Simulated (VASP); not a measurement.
A convergence study with VASP on CuI (zinc blende): one setting is varied, all else stays as given below, so the limit is that of these other settings.

```
CELL_PARAMETERS angstrom
      0.00000     3.02500     3.02500
      3.02500     0.00000     3.02500
      3.02500     3.02500     0.00000
ATOMIC_POSITIONS crystal
  Cu 0.00000 0.00000 0.00000
  I  0.25000 0.25000 0.25000
```

Computed with PBE GGA, VASP's PBE PAW potentials (set 64) (plane waves; VASP). The tightest run used: 600 eV cut-off, 7×7×7 Γ-centred mesh, Gaussian smearing of 0.010 eV, potentials Cu I.

The reference is ENCUT = 600, which took about 4 core-minutes. The timings are rough (shared machines, no repeats); factors under 2 mean little.

Problem. Of the settings ENCUT = 200; ENCUT = 300; ENCUT = 400; ENCUT = 500; ENCUT = 600, which is the lowest that keeps the difference from the reference in mean ε∞ within 0.3 from there on, and what does it cost?

Solution. ENCUT = 300; its cost over the reference is about 1/3.
```
setting      difference in mean ε∞  cost over the reference
-----------  ---------------------  -----------------------
ENCUT = 200                   0.44                about 1/4
ENCUT = 300                   0.01                about 1/3
ENCUT = 400                   0.01     within a factor of 2
ENCUT = 500                   0.00     within a factor of 2
ENCUT = 600                   0.00                reference
```

Left out are rungs that failed or repeat a setting and relaxations that didn't move; long series are thinned to 24 rows.

The compound is CuI in the zinc blende structure. The cell was not relaxed at this level.
